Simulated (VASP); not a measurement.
VASP runs on GaP (zinc blende) share one base input (PBE GGA, plane waves, VASP's PBE PAW potentials (set 64)) and change the settings named in each case.

**POSCAR**
```
GaP
1.0
  0.0000000000   2.7250000000   2.7250000000
  2.7250000000   0.0000000000   2.7250000000
  2.7250000000   2.7250000000   0.0000000000
Ga P
1 1
Cartesian
  0.0000000000   0.0000000000   0.0000000000
  1.3625000000   1.3625000000   1.3625000000
```

**INCAR**
```
# general
SYSTEM   =  GaP
PREC     =  Accurate
ENCUT    =  400
LREAL    =  .FALSE.
LASPH    =  .TRUE.   # aspherical one-centre terms

# electronic loop
EDIFF    =  1E-6
NELM     =  100   # most electronic steps
ALGO     =  Normal
LMAXMIX  =  4   # l cut-off of mixed one-centre charges

# smearing
ISMEAR   =  0   # Gaussian
SIGMA    =  0.05

# functional
GGA      =  PE

# ions
ISIF     =  2   # forces and stress, cell fixed

# output
LWAVE    =  .FALSE.
LCHARG   =  .FALSE.
```

**KPOINTS**
```
Automatic mesh
0
gamma
  8 8 8
0 0 0
```

POTCAR, in this order: Ga_d P (PBE.64 set). Program: vasp_std.

| change | E(σ→0) (eV/atom) | pressure (GPa) |
|---|---|---|
| base run | -4.5574 | 2.26 |
| ENCUT = 800, POTCAR Ga_d P_h (PBE.64 set) | -4.5589 | 2.52 |
| ENCUT = 520, POTCAR Ga P (PBE.64 set) | -4.5413 | 4.01 |
| ENCUT = 800, POTCAR Ga_h P (PBE.64 set) | -4.5572 | 2.52 |
| ENCUT = 520 | -4.5580 | 2.46 |
| ENCUT = 800 | -4.5580 | 2.47 |
 Energies of different potentials or functionals have different zeros.  The base run's pressure lies -0.20 GPa from that at 800 eV (Pulay error).

Left out are runs that ran out of time, are held back, or changed the cell or the kind of run, fixed moments of cells without a moment, rows past the twelfth, gaps on odd meshes, pressures of charged cells and columns that move by less than the noise.

The compound is GaP in the zinc blende structure. The cell was not relaxed at this level.
